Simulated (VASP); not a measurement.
Output of a VASP run:

**OSZICAR**
```
       N       E                     dE             d eps       ncg     rms          rms(c)
DAV:   1     0.609564990548E+02    0.60956E+02   -0.71526E+03  1856   0.120E+03
DAV:   2    -0.126951136685E+02   -0.73652E+02   -0.69542E+02  1986   0.242E+02
DAV:   3    -0.147595596354E+02   -0.20644E+01   -0.20372E+01  2180   0.421E+01
DAV:   4    -0.147753931797E+02   -0.15834E-01   -0.15822E-01  2093   0.410E+00
DAV:   5    -0.147755669012E+02   -0.17372E-03   -0.17371E-03  2154   0.420E-01    0.190E+01
DAV:   6    -0.135324877430E+02    0.12431E+01   -0.21698E+01  2320   0.449E+01    0.113E+01
DAV:   7    -0.128472271665E+02    0.68526E+00   -0.31795E+00  2043   0.199E+01    0.549E+00
DAV:   8    -0.128293176787E+02    0.17909E-01   -0.11190E-01  2094   0.294E+00    0.167E+00
DAV:   9    -0.128232559638E+02    0.60617E-02   -0.16160E-02  2143   0.133E+00    0.239E-01
DAV:  10    -0.128231250420E+02    0.13092E-03   -0.12204E-03  2145   0.355E-01    0.556E-02
DAV:  11    -0.128231215483E+02    0.34938E-05   -0.25209E-04  2256   0.153E-01    0.276E-02
DAV:  12    -0.128231093885E+02    0.12160E-04   -0.57281E-05  2313   0.752E-02    0.177E-03
DAV:  13    -0.128231094943E+02   -0.10578E-06   -0.13622E-06  1324   0.128E-02
   1 F= -.12823109E+02 E0= -.12822558E+02  d E =-.128231E+02
       N       E                     dE             d eps       ncg     rms          rms(c)
DAV:   1    -0.128242127821E+02   -0.11034E-02   -0.17441E-02  1905   0.161E+00    0.243E-01
DAV:   2    -0.128234630903E+02    0.74969E-03   -0.88195E-03  2133   0.104E+00    0.167E-01
DAV:   3    -0.128231136381E+02    0.34945E-03   -0.12817E-03  2094   0.378E-01    0.597E-02
DAV:   4    -0.128230899865E+02    0.23652E-04   -0.13812E-04  2088   0.107E-01    0.180E-02
DAV:   5    -0.128230895328E+02    0.45363E-06   -0.91586E-06  2061   0.236E-02
   2 F= -.12823090E+02 E0= -.12822549E+02  d E =0.199615E-04
       N       E                     dE             d eps       ncg     rms          rms(c)
DAV:   1    -0.128234921540E+02   -0.40217E-03   -0.56166E-03  1899   0.911E-01    0.139E-01
DAV:   2    -0.128232476800E+02    0.24447E-03   -0.28571E-03  2130   0.594E-01    0.940E-02
DAV:   3    -0.128231365349E+02    0.11115E-03   -0.41271E-04  2085   0.215E-01    0.332E-02
DAV:   4    -0.128231297189E+02    0.68160E-05   -0.45676E-05  2097   0.606E-02    0.994E-03
DAV:   5    -0.128231297171E+02    0.18108E-08   -0.27549E-06  1991   0.129E-02
   3 F= -.12823130E+02 E0= -.12822583E+02  d E =-.202228E-04
```

**OUTCAR**
```
------------------------ aborting loop because EDIFF is reached ----------------------------------------
  FORCE on cell =-STRESS in cart. coord.  units (eV):
  Direction    XX          YY          ZZ          XY          YZ          ZX
  --------------------------------------------------------------------------------------
  Total        0.0028934      0.0028934      0.0028934     -0.0000000      0.0000000      0.0000000
  in kB        0.2225122      0.2225122      0.2225122     -0.0000000      0.0000000      0.0000000
  external PRESSURE =       0.2225122 kB  Pullay stress =       0.0000000 kB
  volume of cell :       20.83
      direct lattice vectors                 reciprocal lattice vectors
     0.000000000  2.183956863  2.183956863    -0.228942251  0.228942251  0.228942251
     2.183956863 -0.000000000  2.183956863     0.228942251 -0.228942251  0.228942251
     2.183956863  2.183956863  0.000000000     0.228942251  0.228942251 -0.228942251
 POSITION                                       TOTAL-FORCE (eV/Angst)
 -----------------------------------------------------------------------------------
      0.00000      0.00000      0.00000         0.000000     -0.000000      0.000000
      2.18396      2.18396      2.18396        -0.000000      0.000000     -0.000000
 -----------------------------------------------------------------------------------
    total drift:                                0.000000     -0.000000     -0.000000
  FREE ENERGIE OF THE ION-ELECTRON SYSTEM (eV)
  ---------------------------------------------------
  free  energy   TOTEN  =       -12.8231297171 eV

  energy  without entropy=      -12.8214903856  energy(sigma->0) =      -12.82258327

 reached required accuracy - stopping structural energy minimisation
```
(Selected blocks of OUTCAR.)

POSCAR:
```
PdC
1
   -0.0000000000     2.1830936166     2.1830936166
    2.1830936166     0.0000000000     2.1830936166
    2.1830936166     2.1830936166     0.0000000000
Pd C
1 1
Direct
  0.0000000000   0.0000000000   0.0000000000
  0.5000000000   0.5000000000   0.5000000000
```

Problem. Write an INCAR and KPOINTS that could have produced this output.

Solution. Several could match; the one computed here: the input of the run itself, PBEsol GGA, plane waves, VASP's PBE PAW potentials (set 64).

### INCAR
```
LASPH = .TRUE.   ! aspherical one-centre terms
ENCUT = 520   ! plane-wave cut-off (eV)
GGA = PS   ! PBEsol
PREC = Accurate
LMAXMIX = 4
ISIF = 3   ! ions, shape and volume
LREAL = .FALSE.   ! projection in real space or not
IBRION = 2
EDIFFG = -0.01   ! ionic stop
NSW = 60   ! most ionic steps
ALGO = Normal
LWAVE = .FALSE.
EDIFF = 1E-6   ! SCF stop (eV)
LCHARG = .FALSE.
SIGMA = 0.1   ! width (eV)
NELM = 100
ISMEAR = 1
SYSTEM = PdC
```

**KPOINTS**
```
Automatic mesh
0
Gamma
13 13 13
0 0 0
```

POTCAR, in this order: Pd C (PBE.64 set). Program: vasp_std.

The structure was generated: PdC was put into the rock salt type (Fm-3m), which need not be its known phase. This run relaxes it. Symmetry was kept, so distortions that lower it aren't found. The start is the result of an earlier pass.
